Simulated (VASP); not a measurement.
Data:

```yaml
crystal:
  lattice:
    - [0.00000, 2.94046, 2.94046]
    - [2.94046, 0.00000, 2.94046]
    - [2.94046, 2.94046, 0.00000]
  atoms:
    - { symbol: Sr, position: [0.00000, 0.00000, 0.00000] }
```

The numbers are results of vdW-DF2, VASP's PBE PAW potentials (set 64) (plane waves; VASP 6.6.1), not measurements. Numerical set-up: 520 eV cut-off, 8×8×8 Γ-centred mesh, Gaussian smearing of 0.050 eV, potentials Sr_sv.

### Question
Estimate the energy per atom (σ→0).

### Answer

```json
{
 "energy per atom (σ→0)": "0.844 eV/atom"
}
```

Total energies compare only between runs with the same potentials, cut-off and functional.

The compound is Sr in the fcc structure. This cell is one point of a volume scan, at 0.94 of the reference volume.
